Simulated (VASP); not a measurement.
All values below come from PBE GGA, VASP's PBE PAW potentials (set 64) (plane waves; VASP 6.6.1).

VASP input:

### INCAR
```
SYSTEM = ZrS2
PREC = Accurate
ENCUT = 520
EDIFF = 1E-7
NELM = 100
ALGO = Normal
LREAL = .FALSE.
LASPH = .TRUE.
ISMEAR = 0
SIGMA = 0.05
GGA = PE
LMAXMIX = 4
LWAVE = .FALSE.
LCHARG = .FALSE.
LORBIT = 11
ICHARG = 11
```

File KPOINTS:
```
k-points along high-symmetry lines
10
Line-mode
Reciprocal
  0.000000   0.000000   0.000000 ! GAMMA
  0.500000  -0.000000   0.000000 ! M

  0.500000  -0.000000   0.000000 ! M
  0.333333   0.333333   0.000000 ! K

  0.333333   0.333333   0.000000 ! K
  0.000000   0.000000   0.000000 ! GAMMA

  0.000000   0.000000   0.000000 ! GAMMA
  0.000000   0.000000   0.500000 ! A

  0.000000   0.000000   0.500000 ! A
  0.500000  -0.000000   0.500000 ! L

  0.500000  -0.000000   0.500000 ! L
  0.333333   0.333333   0.500000 ! H

  0.333333   0.333333   0.500000 ! H
  0.000000   0.000000   0.500000 ! A

  0.500000  -0.000000   0.500000 ! L
  0.500000  -0.000000   0.000000 ! M

  0.333333   0.333333   0.500000 ! H
  0.333333   0.333333   0.000000 ! K
```

POSCAR:
```
ZrS2
6.5467730
  0.2813192065  -0.4872591623   0.0000000000
  0.2813192065   0.4872591623   0.0000000000
  0.0000000000   0.0000000000   1.0000000212
Zr S
1 2
direct
  0.0000000000   0.0000000000   0.0000000000
  0.3333330000   0.6666670000   0.2214904522
  0.6666670000   0.3333330000   0.7785095478
```

POTCAR, in this order: Zr_sv S (PBE.64 set). Program: vasp_std. Read from the step before: CHGCAR.

Question: What will the output report for the number of irreducible k-points (NKPTS), largest plane-wave count, number of space-group operations, FFT grid (NGX, NGY, NGZ)?

Answer: 
The number of irreducible k-points (NKPTS) is 90, the largest plane-wave count is 2098 and the number of space-group operations is 12. The FFT grid (NGX, NGY, NGZ) comes out as 28 × 28 × 50.

The compound is ZrS2 in the 1T layered structure. It was relaxed first, which changed the volume by +14 %.
